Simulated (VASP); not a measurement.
Given:

```
AuCu
1.0
    2.73807     0.00000     0.00000
    0.00000     2.73807     0.00000
    0.00000     0.00000     3.59952
Cu Au
1 1
Direct
  0.00000   0.00000   0.00000
  0.50000   0.50000   0.50000
```

These are LDA (Ceperley-Alder, Perdew-Zunger), VASP's LDA PAW potentials (set 64) (plane waves; VASP 6.6.1) values and carry that method's errors. Numerical set-up: 500 eV cut-off, 13×13×10 Γ-centred mesh, first-order Methfessel-Paxton smearing of 0.10 eV, potentials Cu Au.

Unless said otherwise, spin-orbit coupling is left out, though it shifts the bands of the heavy elements here.

Problem. Estimate the energy per atom (σ→0), pressure, band gap (on the k-mesh) with the smallest direct gap where there is one.

Solution. 
| Property | Result |
|---|---|
| band gap (on the k-mesh) | none (metal, semimetal or under 0.01 eV) |
| energy per atom (σ→0) | -4.626 eV/atom |
| pressure | 4.97 GPa |

The compound is CuAu in the L1_0 structure. It was relaxed first under an external pressure of 5 GPa.
